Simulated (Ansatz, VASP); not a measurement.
**Cd3SeS2: VASP beside Ansatz**

```
CELL_PARAMETERS angstrom
3.39818 0.00000 0.00000
0.00000 3.39818 0.00000
0.00000 0.00000 10.82839
ATOMIC_POSITIONS crystal
Cd 0.50000 0.50000 0.19747
Cd 0.50000 0.50000 0.50000
Cd 0.50000 0.50000 0.80253
Se 0.00000 0.00000 0.00000
S 0.00000 0.00000 0.33661
S 0.00000 0.00000 0.66339
```

Change from the starting cell: species swapped into the Pr3MgAl2 type (P4/mmm, No. 123).

Alike in both runs: functional PBE; k mesh 4 × 4 × 2; occupations gaussian, width 0.1 eV; no spin polarisation.

Ansatz relaxed the structure, and its values are those at the end. VASP's run is a single point on that final structure, the one shown.

|  | VASP | Ansatz |
| --- | --- | --- |
| version | VASP 6.6.1 | Ansatz 0.2.0 |
| potentials or method | VASP PAW PBE potentials, release 64 (Cd, Se, S) | scalar-relativistic, plane waves, PAW |
| plane-wave cutoff (eV) | 520 | 420 |
| valence electrons in the cell | 54 | 88 |

```tsv
	VASP	Ansatz	Ansatz less VASP
gap on the k mesh at the Fermi level (eV)	none	none	-
pressure (GPa)	0.2	-0.1	-0.30
rms of the force components (eV/Å)	0.008	0.001	-0.0078
```

A gap of «none» marks a metal or a gap that the smearing closes. The two sets of potentials don't hold the same shells in valence.

Caveats: the k mesh is coarse (spacing up to 0.46 Å⁻¹), so the values aren't converged.
